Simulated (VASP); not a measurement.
Here is the system:

```yaml
crystal:
  lattice:
    - [5.08848, 2.53823, 2.53823]
    - [2.53823, 5.08848, 2.53823]
    - [2.53823, 2.53823, 5.08848]
  atoms:
    - { symbol: Mn, position: [0.00000, 0.00000, 0.00000], spin: 5.0 }
    - { symbol: Mn, position: [0.50000, 0.50000, 0.50000], spin: -5.0 }
    - { symbol: S, position: [0.25000, 0.25000, 0.25000] }
    - { symbol: S, position: [0.75000, 0.75000, 0.75000] }
```

All values below come from PBE GGA with D3 dispersion (zero damping), VASP's PBE PAW potentials (set 64) (plane waves; VASP). Settings: 520 eV cut-off, 7×7×7 Γ-centred mesh, Gaussian smearing of 0.050 eV, potentials Mn_pv S.

Problem. What does the run give for the cell moment, energy per atom (σ→0)?

Solution. 
```
Property                        Value
---------------------  --------------
cell moment                   0.00 μB
energy per atom (σ→0)  -7.393 eV/atom
```

Problem. Give the moment on each site (PAW-sphere projection).

Solution. 
| site | moment (μB) |
|---|---|
| Mn1 | 4.12 |
| Mn2 | -4.12 |
| S3 | 0.00 |
| S4 | 0.00 |

Total energies compare only between runs with the same potentials, cut-off and functional.

The compound is MnS in the rock salt, AFM-II order structure. It was relaxed first, which changed the volume by -7 %. The start is the result of an earlier pass.
